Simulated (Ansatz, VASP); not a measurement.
# ZnS (Wurtzite-2H): VASP beside Ansatz, part 3 of 3

Wanted: the spread between two codes on one cell, functional and k mesh. The cell is taken from a series of runs on this material, whose earlier steps may have relaxed, scaled, displaced or heated it; both programs get it as it stands.

VASP 6.6.1 and Ansatz 0.2.0.

So far: The structure; Ansatz: zone-centre phonons, LDA; VASP: zone-centre phonons, LDA.

### 3. VASP: zone-centre phonons, LDA (continued)

Level of this step: LDA; plane waves and PAW (S, Zn) (VASP).

Numbers of over 12 decimals in the logs are rounded to 6 here.

From OUTCAR (step 3):

```text
ion  position               nearest neighbor table
   1  0.333  0.667  0.378-   4 2.30   4 2.30   4 2.30   3 2.31
   2  0.667  0.333  0.878-   3 2.30   3 2.30   3 2.30   4 2.31
   3  0.333  0.667  0.007-   2 2.30   2 2.30   2 2.30   1 2.31
   4  0.667  0.333  0.507-   1 2.30   1 2.30   1 2.30   2 2.31

  LATTYP: Found a hexagonal cell.
 ALAT       =     3.7289405153
 C/A-ratio  =     1.6638166986

 Subroutine GETGRP returns: Found 12 space group operations
 (whereof  6 operations were pure point group operations)

The static configuration has the point symmetry C_3v.
 The point group associated with its full space group is C_6v.

 Found     95 irreducible k-points:

   k-points           NKPTS =     95   k-points in BZ     NKDIM =     95   number of bands    NBANDS=     24

   dimension x,y,z NGX =    28 NGY =   28 NGZ =   48
   dimension x,y,z NGXF=    56 NGYF=   56 NGZF=   96

   ENCUT  =  500.0 eV  36.75 Ry    6.06 a.u.   6.80  6.80 11.31*2*pi/ulx,y,z

   NELECT =      36.0000    total number of electrons

 k-points in reciprocal lattice and weights: Automatic mesh
   0.00000000  0.00000000  0.00000000       0.001
   0.08333333 -0.00000000  0.00000000       0.005
   0.16666667  0.00000000  0.00000000       0.005
   0.25000000  0.00000000  0.00000000       0.005
   0.33333333  0.00000000  0.00000000       0.005
   0.41666667 -0.00000000  0.00000000       0.005
   0.50000000  0.00000000  0.00000000       0.003
   0.08333333  0.08333333  0.00000000       0.005
   0.16666667  0.08333333  0.00000000       0.010
[...]
-1.864470258  3.229357215  0.000000000     0.000000000  0.309659147  0.000000000
     0.000000000  0.000000000  6.204273498     0.000000000  0.000000000  0.161179226

 POSITION                                       TOTAL-FORCE (eV/Angst)
 -----------------------------------------------------------------------------------
      0.00000      2.15290      2.34696         0.000000      0.000000      0.000257
      1.86447      1.07645      5.44910        -0.000000     -0.000000      0.000257
      0.00000      2.15290      0.04168         0.000000      0.000000     -0.000257
      1.86447      1.07645      3.14382        -0.000000     -0.000000     -0.000257
 -----------------------------------------------------------------------------------
    total drift:                               -0.000012     -0.000021     -0.002943

 MACROSCOPIC STATIC DIELECTRIC TENSOR (including local field effects in DFT)
 ------------------------------------------------------
           5.995750     0.000000     0.000000
           0.000000     5.995750     0.000000
           0.000000     0.000000     6.185258
 ------------------------------------------------------

 PIEZOELECTRIC TENSOR (including local field effects)  for field in x, y, z        (C/m^2)
          XX          YY          ZZ          XY          YZ          ZX
  --------------------------------------------------------------------------------
  x     0.00000     0.00000     0.00000    -0.00000     0.00000     0.38512
  y     0.00000     0.00000     0.00000     0.00000     0.38512     0.00000
  z     0.34938     0.34938    -0.74148     0.00000     0.00000     0.00000

 BORN EFFECTIVE CHARGES (including local field effects) (in |e|, cummulative output)
 ---------------------------------------------------------------------------------
 ion    1
    1    -1.84387    -0.00000    -0.00000
    2    -0.00000    -1.84387     0.00000
    3    -0.00000     0.00000    -1.97549
 ion    2
    1    -1.84387    -0.00000     0.00000
    2    -0.00000    -1.84387     0.00000
    3     0.00000     0.00000    -1.97549
 ion    3
    1     1.84387     0.00000     0.00000
    2     0.00000     1.84387    -0.00000
    3    -0.00000     0.00000     1.97549
 ion    4
    1     1.84387     0.00000     0.00000
    2     0.00000     1.84387     0.00000
    3     0.00000    -0.00000     1.97549

 Eigenvectors and eigenvalues of the dynamical matrix
 ----------------------------------------------------

   1 f  =   10.325653 THz    64.877990 2PiTHz  344.426705 cm-1    42.703450 meV
             X         Y         Z           dx          dy          dz
      0.000000  2.152905  2.346964    -0.000000   -0.000000    0.696648
      1.864470  1.076452  5.449101     0.000000    0.000000   -0.696648
      0.000000  2.152905  0.041681     0.000000    0.000000   -0.121166
      1.864470  1.076452  3.143818     0.000000    0.000000    0.121166

   2 f  =    8.908819 THz    55.975758 2PiTHz  297.166201 cm-1    36.843897 meV
             X         Y         Z           dx          dy          dz
      0.000000  2.152905  2.346964     0.235434    0.561683    0.000000
      1.864470  1.076452  5.449101    -0.235434   -0.561683   -0.000000
      0.000000  2.152905  0.041681     0.138888    0.331350   -0.000000
      1.864470  1.076452  3.143818    -0.138888   -0.331350   -0.000000

   3 f  =    8.908819 THz    55.975758 2PiTHz  297.166201 cm-1    36.843897 meV
             X         Y         Z           dx          dy          dz
      0.000000  2.152905  2.346964     0.561683   -0.235434    0.000000
      1.864470  1.076452  5.449101    -0.561683    0.235434   -0.000000
      0.000000  2.152905  0.041681     0.331350   -0.138888   -0.000000
      1.864470  1.076452  3.143818    -0.331350    0.138888   -0.000000

   4 f  =    8.772396 THz    55.118588 2PiTHz  292.615627 cm-1    36.279698 meV
             X         Y         Z           dx          dy          dz
      0.000000  2.152905  2.346964     0.223897    0.534156   -0.000000
      1.864470  1.076452  5.449101     0.223897    0.534156   -0.000000
      0.000000  2.152905  0.041681    -0.156812   -0.374109    0.000000
      1.864470  1.076452  3.143818    -0.156812   -0.374109    0.000000

   5 f  =    8.772396 THz    55.118588 2PiTHz  292.615627 cm-1    36.279698 meV
             X         Y         Z           dx          dy          dz
      0.000000  2.152905  2.346964    -0.534156    0.223897    0.000000
      1.864470  1.076452  5.449101    -0.534156    0.223897    0.000000
      0.000000  2.152905  0.041681     0.374109   -0.156812   -0.000000
      1.864470  1.076452  3.143818     0.374109   -0.156812   -0.000000

   6 f  =    8.606152 THz    54.074047 2PiTHz  287.070327 cm-1    35.592168 meV
             X         Y         Z           dx          dy          dz
      0.000000  2.152905  2.346964     0.000000    0.000000    0.578609
      1.864470  1.076452  5.449101     0.000000    0.000000    0.578609
      0.000000  2.152905  0.041681    -0.000000   -0.000000   -0.406462
      1.864470  1.076452  3.143818    -0.000000   -0.000000   -0.406462

   7 f  =    6.034626 THz    37.916676 2PiTHz  201.293470 cm-1    24.957198 meV
             X         Y         Z           dx          dy          dz
      0.000000  2.152905  2.346964     0.000000    0.000000    0.121166
      1.864470  1.076452  5.449101    -0.000000   -0.000000   -0.121166
      0.000000  2.152905  0.041681    -0.000000   -0.000000    0.696648
      1.864470  1.076452  3.143818     0.000000    0.000000   -0.696648

   8 f  =    2.137985 THz    13.433355 2PiTHz   71.315496 cm-1     8.841991 meV
             X         Y         Z           dx          dy          dz
      0.000000  2.152905  2.346964    -0.138877   -0.331354   -0.000000
      1.864470  1.076452  5.449101     0.138877    0.331354   -0.000000
      0.000000  2.152905  0.041681     0.235416    0.561691   -0.000000
      1.864470  1.076452  3.143818    -0.235416   -0.561691   -0.000000

   9 f  =    2.137985 THz    13.433355 2PiTHz   71.315496 cm-1     8.841991 meV
             X         Y         Z           dx          dy          dz
      0.000000  2.152905  2.346964    -0.331354    0.138877   -0.000000
      1.864470  1.076452  5.449101     0.331354   -0.138877   -0.000000
      0.000000  2.152905  0.041681     0.561691   -0.235416   -0.000000
      1.864470  1.076452  3.143818    -0.561691    0.235416   -0.000000

  10 f/i=    0.000608 THz     0.003820 2PiTHz    0.020282 cm-1     0.002515 meV
             X         Y         Z           dx          dy          dz
      0.000000  2.152905  2.346964     0.183400    0.361818    0.000000
      1.864470  1.076452  5.449101     0.183400    0.361818    0.000000
      0.000000  2.152905  0.041681     0.261860    0.516606    0.000000
      1.864470  1.076452  3.143818     0.261860    0.516606    0.000000

  11 f/i=    0.000608 THz     0.003820 2PiTHz    0.020282 cm-1     0.002515 meV
             X         Y         Z           dx          dy          dz
      0.000000  2.152905  2.346964    -0.361818    0.183400   -0.000000
      1.864470  1.076452  5.449101    -0.361818    0.183400   -0.000000
      0.000000  2.152905  0.041681    -0.516606    0.261860   -0.000000
      1.864470  1.076452  3.143818    -0.516606    0.261860   -0.000000

  12 f/i=    0.012742 THz     0.080060 2PiTHz    0.425028 cm-1     0.052697 meV
             X         Y         Z           dx          dy          dz
      0.000000  2.152905  2.346964    -0.000000   -0.000000    0.406462
      1.864470  1.076452  5.449101    -0.000000   -0.000000    0.406462
      0.000000  2.152905  0.041681    -0.000000   -0.000000    0.578609
      1.864470  1.076452  3.143818    -0.000000   -0.000000    0.578609

 MACROSCOPIC STATIC DIELECTRIC TENSOR IONIC CONTRIBUTION
 ------------------------------------------------------
           2.430869     0.000000     0.000000
           0.000000     2.430869    -0.000000
           0.000000    -0.000000     2.896143
 ------------------------------------------------------

 ELASTIC MODULI CONTR FROM IONIC RELAXATION (kBar)
 Direction    XX          YY          ZZ          XY          YZ          ZX
 --------------------------------------------------------------------------------
 XX        -362.7543    136.7382    183.3729     -0.0000     -0.0000      0.0000
 YY         136.7382   -362.7543    183.3729     -0.0000      0.0000     -0.0000
 ZZ         183.3729    183.3729   -297.5508      0.0000     -0.0000      0.0000
 XY          -0.0000     -0.0000      0.0000   -249.7462      0.0000      0.0000
 YZ           0.0000     -0.0000     -0.0000     -0.0000    -95.9722     -0.0000
 ZX           0.0000     -0.0000      0.0000     -0.0000     -0.0000   -111.4659
 --------------------------------------------------------------------------------

 PIEZOELECTRIC TENSOR IONIC CONTR  for field in x, y, z        (C/m^2)
          XX          YY          ZZ          XY          YZ          ZX
  --------------------------------------------------------------------------------
  x     0.00000    -0.00000     0.00000     0.00000    -0.00000    -0.48981
  y     0.00000     0.00000    -0.00000    -0.00000    -0.45449    -0.00000
  z    -0.53832    -0.53832     0.87350    -0.00000     0.00000    -0.00000
```

### 4. Side by side

Known differences besides the potentials themselves: fixed occupations in Ansatz, narrow Gaussian smearing in VASP; VASP's response is taken on the typed mesh, Ansatz refines its own for the field response alone; the cutoff is 420 eV in Ansatz and 500 eV in VASP; VASP's log shows a relativistic correction to its local exchange, Ansatz's none. Total energies have different zeros and are not compared.

Both answers:

```csv
quantity,Ansatz,VASP,difference
ε∞ xx,6.05,6.00,+0.84 %
ε∞ yy,6.05,6.00,+0.84 %
ε∞ zz,6.24,6.19,+0.91 %
Born charge of S1 (mean of the diagonal) (e),-1.87,-1.89,+0.01
Born charge of Zn3 (mean of the diagonal) (e),1.87,1.89,-0.01
optical mode 1 to 2 (cm⁻¹),71.9,71.3,+0.79 %
optical mode 3 (cm⁻¹),200.1,201.3,-0.57 %
optical mode 4 (cm⁻¹),285.4,287.1,-0.57 %
optical mode 5 to 6 (cm⁻¹),291.4,292.6,-0.40 %
optical mode 7 to 8 (cm⁻¹),296.1,297.2,-0.35 %
optical mode 9 (cm⁻¹),343.5,344.4,-0.28 %
```

Modes are paired by rising frequency, not by their patterns, so a pair may set unlike modes beside each other; they are those without the splitting of longitudinal modes.

### 5. Results

* r.m.s. difference of the optical zone-centre modes, each program's sorted by frequency (zone-centre phonons, LDA): 1.1 cm⁻¹
* difference in ε∞ zz (zone-centre phonons, LDA): +0.9 %

In words: The r.m.s. difference of the optical zone-centre modes, each program's sorted by frequency is 1.1 cm⁻¹ (zone-centre phonons, LDA). Among the rows given in per cent, the largest difference of the zone-centre phonons, LDA pair is in ε∞ zz, +0.9 %. Such differences can come from data sets, numerical settings and the points named under the comparisons, not from the functional's error against experiment.

[Lines on the potential files, build, host, timing and source positions are cut from VASP's logs without a mark.]

[Logs are printed without paths, hosts, clocks, repeated set-up lines and the standing remarks that a program may print on its own settings, such as how far it seeks lower states.]

[Hosts, paths, dates, database ids (printed as entryN), source tags and the programs' standing remarks are cut or masked in the printed files.]
